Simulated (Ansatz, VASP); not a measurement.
**V3Ge: VASP beside Ansatz**

Aim: how closely do two programs agree when they are given the same cell, functional and k mesh?

Method: plane waves, with VASP 6.6.1 beside it; single point at LDA, in Ansatz 0.2.0.

### Step 1. The structure

The structure is cubic, space group Pm-3n (No. 223). Conventional cell: a = 4.653 Å, b = 4.653 Å, c = 4.653 Å, α = 90.00°, β = 90.00°, γ = 90.00°. Nearest to Ge lie 12 V at 2.60 Å. Nearest to V lie 2 V at 2.33 Å and 4 Ge at 2.60 Å. Farther neighbours are not listed.

### Step 2. VASP: single point, LDA

A single point gives forces, pressure and levels at one fixed geometry, so differences don't come from the geometry; what else differs is listed under the comparison.

Lines of VASP's logs that name or quote its potential files are left out, and so is its time.

INCAR reads:

```
SYSTEM = V3Ge
PREC = Normal
ENCUT = 380
EDIFF = 1E-06
NELM = 150
ISMEAR = 0
SIGMA = 0.1
LREAL = .FALSE.
ALGO = Normal
GGA = CA
NBANDS = 72
ISPIN = 2
MAGMOM = 0 0 2 2 2 -2 -2 -2
LASPH = .TRUE.
LMAXMIX = 4
LORBIT = 11
LWAVE = .FALSE.
LCHARG = .FALSE.
KPAR = 2
AMIX = 0.2
BMIX = 1E-04
AMIX_MAG = 0.8
BMIX_MAG = 1E-04
```

POSCAR reads:

```
V3Ge
1.0
    4.6530173949      0.0000000000      0.0000000000
    0.0000000000      4.6530173949      0.0000000000
    0.0000000000      0.0000000000      4.6530173949
Ge V
2 6
Direct
    0.5000000000      0.5000000000      0.5000000000
    0.0000000000      0.0000000000      0.0000000000
    0.0000000000      0.5000000000      0.2500000000
    0.0000000000      0.5000000000      0.7500000000
    0.5000000000      0.2500000000      0.0000000000
    0.7500000000      0.0000000000      0.5000000000
    0.5000000000      0.7500000000      0.0000000000
    0.2500000000      0.0000000000      0.5000000000
```

KPOINTS reads:

```
Automatic mesh
0
Gamma
4 4 4
0 0 0
```

The projector-augmented-wave data sets are Ge_d and V_sv (LDA family, release 64).

Started as:

```
mpirun -np 2 vasp_std
```

Numbers of over 12 decimals in the logs are rounded to 6 here.

What it wrote:

```text
[banner, memory and clock lines left out]
running    2 mpi-ranks, on    1 nodes
 distrk:  each k-point on    1 cores,    2 groups
 distr:  one band on    1 cores,    1 groups

 POSCAR found type information on POSCAR GeV
 POSCAR found :  2 types and       8 ions
 LDA part: xc-table for (Slater(with rela. corr.)+CA(PZ))
 , standard interpolation
 POSCAR, INCAR and KPOINTS ok, starting setup
 FFT: planning ... GRIDC
 FFT: planning ... GRID_SOFT
 FFT: planning ... GRID
 WAVECAR not read
 entering main loop
       N       E                     dE             d eps       ncg     rms          rms(c)
DAV:   1     0.142521188846E+04    0.14252E+04   -0.46627E+04  7152   0.261E+03
DAV:   2     0.100463037702E+03   -0.13247E+04   -0.12690E+04  5192   0.716E+02
DAV:   3    -0.681669750340E+02   -0.16863E+03   -0.16021E+03  5584   0.210E+02
DAV:   4    -0.785694464490E+02   -0.10402E+02   -0.10276E+02  6008   0.560E+01
DAV:   5    -0.788246487590E+02   -0.25520E+00   -0.25496E+00  6136   0.996E+00    0.553E+01
DAV:   6    -0.744909185999E+02    0.43337E+01   -0.15156E+01  5840   0.199E+01    0.273E+01
DAV:   7    -0.736560837696E+02    0.83483E+00   -0.99065E+00  5936   0.152E+01    0.858E+00
DAV:   8    -0.735111138713E+02    0.14497E+00   -0.17442E+00  5992   0.707E+00    0.765E+00
DAV:   9    -0.733152016485E+02    0.19591E+00   -0.35684E-01  6256   0.403E+00    0.505E+00
DAV:  10    -0.732607541403E+02    0.54448E-01   -0.22118E-01  6336   0.252E+00    0.107E+00
DAV:  11    -0.732555771216E+02    0.51770E-02   -0.35227E-02  6376   0.151E+00    0.781E-01
DAV:  12    -0.732547747989E+02    0.80232E-03   -0.19445E-02  6744   0.106E+00    0.320E-01
DAV:  13    -0.732547796342E+02   -0.48352E-05   -0.11506E-03  6544   0.244E-01    0.106E-01
DAV:  14    -0.732547297932E+02    0.49841E-04   -0.26107E-04  6480   0.123E-01    0.711E-02
DAV:  15    -0.732547304543E+02   -0.66108E-06   -0.32155E-05  6216   0.391E-02    0.246E-02
DAV:  16    -0.732547296718E+02    0.78251E-06   -0.18958E-05  5304   0.226E-02    0.167E-02
DAV:  17    -0.732547300303E+02   -0.35859E-06   -0.23007E-06  3776   0.129E-02
   1 F= -.73254730E+02 E0= -.73215770E+02  d E =-.779209E-01  mag=    -0.0000
```

OUTCAR, selected parts (step 2):

```text
ion  position               nearest neighbor table
   1  0.500  0.500  0.500-   3 2.60   4 2.60   5 2.60   6 2.60   7 2.60   8 2.60   5 2.60   7 2.60
                             6 2.60   8 2.60   3 2.60   4 2.60
   2  0.000  0.000  0.000-   3 2.60   4 2.60   5 2.60   6 2.60   7 2.60   8 2.60   6 2.60   8 2.60
                             3 2.60   4 2.60   5 2.60   7 2.60
   3  0.000  0.500  0.250-   4 2.33   4 2.33   1 2.60   2 2.60   2 2.60   1 2.60   8 2.85   5 2.85
                             6 2.85   6 2.85   8 2.85   7 2.85   5 2.85   7 2.85
   4  0.000  0.500  0.750-   3 2.33   3 2.33   1 2.60   2 2.60   2 2.60   1 2.60   8 2.85   5 2.85
                             6 2.85   6 2.85   8 2.85   7 2.85   5 2.85   7 2.85
   5  0.500  0.250  0.000-   7 2.33   7 2.33   1 2.60   1 2.60   2 2.60   2 2.60   6 2.85   8 2.85
                             8 2.85   6 2.85   3 2.85   4 2.85   3 2.85   4 2.85
   6  0.750  0.000  0.500-   8 2.33   8 2.33   1 2.60   2 2.60   1 2.60   2 2.60   5 2.85   7 2.85
                             5 2.85   7 2.85   3 2.85   3 2.85   4 2.85   4 2.85
   7  0.500  0.750  0.000-   5 2.33   5 2.33   1 2.60   1 2.60   2 2.60   2 2.60   6 2.85   8 2.85
                             8 2.85   6 2.85   3 2.85   4 2.85   3 2.85   4 2.85
   8  0.250  0.000  0.500-   6 2.33   6 2.33   1 2.60   2 2.60   1 2.60   2 2.60   5 2.85   7 2.85
                             7 2.85   5 2.85   3 2.85   3 2.85   4 2.85   4 2.85

  LATTYP: Found a simple cubic cell.
 ALAT       =     4.6530173949

 Subroutine GETGRP returns: Found 48 space group operations
 (whereof 24 operations were pure point group operations)

The static configuration has the point symmetry T_h .
 The point group associated with its full space group is O_h .

 Found     18 irreducible k-points:

   k-points           NKPTS =     18   k-points in BZ     NKDIM =     18   number of bands    NBANDS=     72

   dimension x,y,z NGX =    24 NGY =   24 NGZ =   24
   dimension x,y,z NGXF=    48 NGYF=   48 NGZF=   48

   ENCUT  =  380.0 eV  27.93 Ry    5.28 a.u.   7.40  7.40  7.40*2*pi/ulx,y,z

   NELECT =     106.0000    total number of electrons

 k-points in reciprocal lattice and weights: Automatic mesh
   0.00000000  0.00000000  0.00000000       0.016
   0.25000000  0.00000000  0.00000000       0.062
   0.00000000  0.25000000  0.00000000       0.031
   0.50000000  0.00000000  0.00000000       0.031
   0.00000000  0.50000000  0.00000000       0.016
   0.25000000  0.25000000  0.00000000       0.125
   0.25000000  0.00000000  0.25000000       0.062
   0.50000000  0.25000000  0.00000000       0.062
   0.00000000  0.50000000  0.25000000       0.062
[...]
0.50000000  0.25000000  0.50000000       0.031
   0.50000000  0.50000000  0.50000000       0.016

 average (electrostatic) potential at core
       1 -68.7600       2 -68.7600       3 -69.5363       4 -69.5363       5 -69.5363
       6 -69.5363       7 -69.5363       8 -69.5363

 E-fermi :  10.5440

 spin component 1
 k-point     1 :       0.0000    0.0000    0.0000
  band No.  band energies     occupation
    ...
     50       9.9881      1.00000
     51       9.9882      1.00000
     52       9.9883      1.00000
     53      10.4648      0.86887
     54      10.4648      0.86883
     55      12.4958      0.00000
     56      12.4958      0.00000
     57      12.4959      0.00000
     58      13.2427      0.00000
     59      13.2429      0.00000
    ...

 k-point     2 :       0.2500    0.0000    0.0000
  band No.  band energies     occupation
    ...
     50       9.9635      1.00000
     51       9.9891      1.00000
     52       9.9891      1.00000
     53      10.4988      0.73900
     54      10.5328      0.56312
     55      11.9365      0.00000
     56      12.3800      0.00000
     57      12.3801      0.00000
     58      12.8848      0.00000
     59      12.9791      0.00000
    ...

 k-point     3 :       0.0000    0.2500    0.0000
  band No.  band energies     occupation
    ...
     50       9.9634      1.00000
     51       9.9891      1.00000
     52       9.9892      1.00000
     53      10.4987      0.73904
     54      10.5328      0.56318
     55      11.9365      0.00000
     56      12.3800      0.00000
     57      12.3801      0.00000
     58      12.8848      0.00000
     59      12.9791      0.00000
    ...

 k-point     4 :       0.5000    0.0000    0.0000
  band No.  band energies     occupation
    ...
     50       9.6937      1.00000
     51       9.8067      1.00000
     52       9.8067      1.00000
     53      10.0922      1.00000
     54      10.0922      1.00000
     55      11.7959      0.00000
     56      11.7960      0.00000
     57      12.3866      0.00000
     58      12.3867      0.00000
     59      12.7359      0.00000
    ...

 k-point     5 :       0.0000    0.5000    0.0000
  band No.  band energies     occupation
    ...
     50       9.6937      1.00000
     51       9.8065      1.00000
     52       9.8068      1.00000
     53      10.0922      1.00000
     54      10.0922      1.00000
     55      11.7958      0.00000
     56      11.7961      0.00000
     57      12.3866      0.00000
     58      12.3867      0.00000
     59      12.7359      0.00000
    ...

 k-point     6 :       0.2500    0.2500    0.0000
  band No.  band energies     occupation
    ...
     49       9.4620      1.00000
     50      10.0221      1.00000
     51      10.1564      1.00000
     52      10.1895      1.00000
     53      10.3403      0.99802
     54      10.5687      0.36339
     55      11.6157      0.00000
     56      12.0378      0.00000
     57      12.2578      0.00000
     58      12.4389      0.00000
    ...

  Total        0.0802231      0.0809185      0.0802231      0.0000000      0.0000000      0.0000000
  in kB        1.2758684      1.2869281      1.2758684      0.0000000      0.0000000      0.0000000
  external PRESSURE =       1.2795550 kB  Pullay stress =       0.0000000 kB

  energy-cutoff  :      380.00
  volume of cell :      100.74
      direct lattice vectors                 reciprocal lattice vectors
     4.653017395  0.000000000  0.000000000     0.214914305  0.000000000  0.000000000
     0.000000000  4.653017395  0.000000000     0.000000000  0.214914305  0.000000000
     0.000000000  0.000000000  4.653017395     0.000000000  0.000000000  0.214914305

 POSITION                                       TOTAL-FORCE (eV/Angst)
 -----------------------------------------------------------------------------------
      2.32651      2.32651      2.32651         0.000000     -0.000014      0.000000
      0.00000      0.00000      0.00000         0.000000     -0.000014      0.000000
      0.00000      2.32651      1.16325         0.000000     -0.000001      0.000053
      0.00000      2.32651      3.48976         0.000000     -0.000001     -0.000053
      2.32651      1.16325      0.00000         0.000000      0.000016      0.000000
      3.48976      0.00000      2.32651         0.000053     -0.000001      0.000000
      2.32651      3.48976      0.00000         0.000000      0.000016      0.000000
      1.16325      0.00000      2.32651        -0.000053     -0.000001      0.000000
 -----------------------------------------------------------------------------------
    total drift:                                0.000000      0.000017     -0.000000

  FREE ENERGIE OF THE ION-ELECTRON SYSTEM (eV)
  ---------------------------------------------------
  free  energy   TOTEN  =       -73.2547300303 eV

  energy  without entropy=      -73.1768091257  energy(sigma->0) =      -73.21576958

 total charge
# of ion       s       p       d       tot
------------------------------------------
    1        1.101   1.492  10.104  12.698
    2        1.101   1.492  10.104  12.698
    3        2.307   6.243   3.243  11.793
    4        2.307   6.243   3.243  11.793
    5        2.307   6.243   3.243  11.793
    6        2.307   6.243   3.243  11.793
    7        2.307   6.243   3.243  11.793
    8        2.307   6.243   3.243  11.793
--------------------------------------------------
tot         16.044  40.446  39.666  96.156

 magnetization (x)
# of ion       s       p       d       tot
------------------------------------------
    1        0.000   0.000  -0.000   0.000
    2       -0.000  -0.000   0.000  -0.000
    3        0.000   0.000   0.000   0.000
    4        0.000   0.000   0.000   0.000
    5        0.000   0.000   0.000   0.000
    6       -0.000  -0.000  -0.000  -0.000
    7       -0.000  -0.000  -0.000  -0.000
    8       -0.000  -0.000  -0.000  -0.000
--------------------------------------------------
tot          0.000   0.000   0.000   0.000

[... 4 further parts left out ...]
```

The moments of VASP's start collapse, so its state is non-magnetic. The k-mesh is coarse for a metal.

(Continued in part 2 of 2.)

[Lines on the potential files, build, host, timing and source positions are cut from VASP's logs without a mark.]

[Logs are printed without paths, hosts, clocks, repeated set-up lines and the standing remarks that a program may print on its own settings, such as how far it seeks lower states.]

[Hosts, paths, dates, database ids (printed as entryN), source tags and the programs' standing remarks are cut or masked in the printed files.]
